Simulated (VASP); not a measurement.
Runs of VASP 6.6.1 on SiC4. The structure is cubic, space group Im-3m (No. 229). Conventional cell: a = 4.376 Å, b = 4.376 Å, c = 4.376 Å, α = 90.00°, β = 90.00°, γ = 90.00°. Around Si (site symmetry m-3m) lie 8 C at 1.90 Å. Around C (site symmetry -3m) lie 2 Si at 1.90 Å. The cell was built by a generator and needn't be a form met in nature.

| task | level | cell | cutoff (eV) | smearing | gap on the mesh (eV) | pressure (GPa) |
| --- | --- | --- | --- | --- | --- | --- |
| core levels | PBE+D3(BJ) | volume scaled by 0.92 | 500 | fermi-dirac 0.1 eV | none | (a) |
| single point | PBE | as given | 520 | fermi-dirac 0.05 eV | none | 0.4 |
| relaxation of cell and atoms | PBE | relaxed | 600 | gaussian 0.05 eV | none | 0.0 |
| electron localisation function | RPBE | as given | 520 | gaussian 0.1 eV | none | 4.0 |

Alike in all rows: potentials or basis VASP PAW PBE potentials, release 64 (Si, C); no spin polarisation; k mesh 9 × 9 × 9.

Fill in the values left out.

(a) 17.6.

Caveats: pairwise dispersion overbinds metals, which lowers pressure and volume (some runs); the PAW data sets were made with another functional, which shifts forces and pressure a little (some runs).

A gap of «none» marks a metal or a gap under the smearing width.
